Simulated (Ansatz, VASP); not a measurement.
# Cross-check of Al38P12O87 (glassy 76Al2O3-24P2O5 (mol %)) between VASP and Ansatz, part 2 of 2

One calculation is typed for both programs; each brings its own data sets. How far apart do they land? Of the first pair: The structure shown is the start of the Ansatz relaxation below; VASP solves that cell, so the two are compared at the walk's first step.

VASP 6.6.1 and Ansatz 0.2.0.

So far. Step 3 (VASP: single point, PBE, start cell, pair 1): The run ends at a pressure of 8.90 GPa, with forces up to 4.0 eV/Å.

## Step 6: VASP: single point, PBE, relaxed cell, pair 2

Level of this step: PBE; plane waves and PAW (Al, P, O) (VASP).

The same cell, functional and mesh now go to VASP, with its own data sets.

Input file INCAR:

```
SYSTEM = Al38P12O87
PREC = Accurate
ENCUT = 600
EDIFF = 1E-06
NELM = 120
ISMEAR = 0
SIGMA = 0.01
LREAL = Auto
ALGO = Normal
GGA = PE
NBANDS = 443
LORBIT = 11
LWAVE = .FALSE.
LCHARG = .FALSE.
ISIF = 2
LASPH = .TRUE.
GGA_COMPAT = .FALSE.
EFERMI = MIDGAP
```

Input file POSCAR:

```
Al38P12O87
1.0
   11.9495770000      0.2302560000     -0.2172970000
    0.2302560000     11.7326670000      0.0791490000
   -0.2172970000      0.0791490000     11.9048620000
Al P O
38 12 87
Direct
    0.7262600000      0.1484100000      0.4013700000
    0.8801900000      0.0086400000      0.5725800000
    0.0963400000      0.4057600000      0.3327000000
    0.6139600000      0.3278200000      0.5559800000
    0.8243300000      0.4869400000      0.5799300000
    0.1144300000      0.0605700000      0.1558000000
    0.0972700000      0.0491900000      0.7119900000
    0.1298100000      0.2185800000      0.5257100000
    0.9074500000      0.4422700000      0.0180800000
    0.5511800000      0.9863900000      0.9237300000
    0.2783300000      0.8609700000      0.2639600000
    0.5064400000      0.2181100000      0.3253300000
    0.8772100000      0.6965400000      0.1521000000
    0.0128800000      0.8589800000      0.0220000000
    0.3258800000      0.0788300000      0.6022100000
    0.5053800000      0.4316000000      0.7818500000
    0.3098100000      0.1162800000      0.3326100000
    0.7060200000      0.8754100000      0.4299700000
    0.3671600000      0.2144000000      0.9430200000
    0.1342800000      0.2704200000      0.8608800000
    0.3446100000      0.7309500000      0.6197200000
    0.8868600000      0.6635700000      0.8802200000
    0.1952400000      0.0119000000      0.9264000000
    0.1459200000      0.3194500000      0.0943700000
    0.4922000000      0.1890700000      0.7513800000
    0.7353800000      0.8680800000      0.7381800000
    0.8080700000      0.0186400000      0.9578400000
    0.9930100000      0.8630800000      0.7943700000
    0.8839000000      0.2618400000      0.6153800000
    0.0889900000      0.5863800000      0.9657900000
[... 101 atom lines left out ...]
    0.6943200000      0.9636800000      0.8662300000
    0.5004100000      0.1268800000      0.8860700000
    0.9360700000      0.8278800000      0.1363100000
    0.0956400000      0.5718900000      0.6225700000
    0.2029700000      0.5820500000      0.8726100000
    0.8277800000      0.3793100000      0.9064700000
```

Input file KPOINTS:

```
Automatic mesh
0
Gamma
1 1 1
0 0 0
```

The projector-augmented-wave data sets are Al, P and O (PBE family, release 64).

Command:

```
export OMP_NUM_THREADS=3
mpirun -np 1 vasp_gam
```

Numbers of over 12 decimals in the logs are rounded to 6 here.

The log of the run:

```text
[... set-up lines as in an earlier step ...]
 entering main loop
       N       E                     dE             d eps       ncg     rms          rms(c)
DAV:   1     0.672571101249E+04    0.67257E+04   -0.44521E+05   886   0.173E+03
DAV:   2    -0.541581275528E+03   -0.72673E+04   -0.70260E+04  1089   0.391E+02
DAV:   3    -0.113866950872E+04   -0.59709E+03   -0.59281E+03  1044   0.118E+02
DAV:   4    -0.115109147596E+04   -0.12422E+02   -0.12365E+02  1044   0.184E+01
[...]
DAV:  17    -0.100646771304E+04    0.16910E-04   -0.22754E-04  1060   0.375E-02    0.246E-02
DAV:  18    -0.100646770690E+04    0.61379E-05   -0.60134E-05  1060   0.178E-02    0.111E-02
DAV:  19    -0.100646770722E+04   -0.31293E-06   -0.74370E-06  1036   0.533E-03
   1 F= -.10064677E+04 E0= -.10064677E+04  d E =0.000000E+00
```

OUTCAR, selected parts (step 6):

```text
  Total       -6.3472385     -6.1463324     -6.5782593      0.0224415     -0.1132069      0.1317884
  in kB       -6.0974999     -5.9044987     -6.3194310      0.0215585     -0.1087527      0.1266030
  external PRESSURE =      -6.1071432 kB  Pullay stress =       0.0000000 kB

 POSITION                                       TOTAL-FORCE (eV/Angst)
[...]
0.45245      9.11573      8.08408         0.051755     -0.054001     -0.064465
     10.29555      4.29886      1.30601         0.009037      0.012184      0.093182
      7.19466      5.35651      0.97680        -0.021506     -0.085368     -0.029024
      4.01680      5.66435      5.05440         0.077242      0.002743      0.057080
      9.06320      7.22817      7.63075        -0.062487     -0.002813      0.076894
      1.34729      4.17735      5.54067        -0.001014      0.002806      0.004180
      7.11507      2.71596      5.34036        -0.004369      0.004771     -0.011421
     11.71983      3.31804     10.13440        -0.102604      0.012772     -0.002807
     11.14193      5.05110      7.55744         0.002939     -0.013409      0.010290
      4.93704     10.20840      6.83441         0.008564      0.019441     -0.085346
      9.77497      1.96153      6.08013         0.008692      0.005790     -0.006142
      2.61099      3.54541     11.57898         0.004030     -0.005755      0.014272
      9.43159     11.91043      4.24890         0.000721     -0.000247      0.001945
      7.64556      9.07376      8.56117         0.035076     -0.069016      0.017280
[...]
-----------------------------------------------------------------------------------
    total drift:                                0.044369     -0.010932      0.000643

  FREE ENERGIE OF THE ION-ELECTRON SYSTEM (eV)
  ---------------------------------------------------
  free  energy   TOTEN  =     -1006.4677072163 eV

  energy  without entropy=    -1006.4677072163  energy(sigma->0) =    -1006.46770722

[... 1 part as in an earlier step ...]

[... 2 further parts left out ...]
[key lines of the parts left out:]
E-fermi :   4.4003
```

The run ends at a pressure of -0.61 GPa, with forces up to 0.13 eV/Å.

## Step 7: Comparison

What differs besides the data sets and the points named for the pairs above, as far as they apply: the cutoff is 420 eV in Ansatz and 600 eV in VASP (PREC = Accurate, projectors in real space). Total energies have different zeros and are not compared.

The two programs side by side:

```csv
quantity,Ansatz,VASP,difference
pressure (GPa),0.00,-0.61,+0.61
gap on the k mesh (eV),3.820,3.807,+0.013
```

Forces on 7 of the 137 atoms, those with the largest forces and the largest differences (eV/Å; atoms numbered as in POSCAR):

| atom | Ansatz x, y, z | VASP x, y, z |
| --- | --- | --- |
| P39 | -0.003, 0.001, 0.001 | -0.014, 0.112, 0.016 |
| O60 | 0.001, 0.000, -0.001 | 0.049, 0.070, -0.086 |
| O108 | 0.001, 0.000, -0.001 | -0.032, -0.104, -0.063 |
| O115 | 0.002, 0.001, 0.000 | 0.020, 0.117, -0.014 |
| O122 | -0.004, -0.001, 0.001 | -0.100, -0.047, 0.054 |
| O130 | 0.000, 0.000, 0.001 | -0.044, -0.016, 0.106 |
| O131 | 0.000, -0.001, 0.000 | 0.096, 0.052, 0.016 |

The forces differ by 35 meV/Å r.m.s., where the r.m.s. force is 0.001 eV/Å in Ansatz and 0.035 eV/Å in VASP: the atoms lie near their places of rest in Ansatz, so a percentage would say little (all taken over all components). A gap on the mesh is an upper bound, since the band edges may lie between its points.

## Step 8: Results

- r.m.s. force difference (single point, PBE, start cell, pair 1): 4.2 % of the r.m.s. force
- r.m.s. force difference (single point, PBE, relaxed cell, pair 2): 35 meV/Å
- difference in pressure (single point, PBE, relaxed cell, pair 2): 0.61 GPa

**Reading.** The r.m.s. force difference is 35 meV/Å (single point, PBE, relaxed cell, pair 2), beyond the 12 meV/Å picked in this series as the mark of a large difference. What causes the difference of the single point, PBE, start cell, pair 1 pair stays open here. What causes the difference of the single point, PBE, relaxed cell, pair 2 pair stays open here. How closely two codes agree says nothing of how well the functional describes the real material.

[Lines on the potential files, build, host, timing and source positions are cut from VASP's logs without a mark.]

[Logs are printed without paths, hosts, clocks, repeated set-up lines and the standing remarks that a program may print on its own settings, such as how far it seeks lower states.]

[Hosts, paths, dates, database ids (printed as entryN), source tags and the programs' standing remarks are cut or masked in the printed files.]
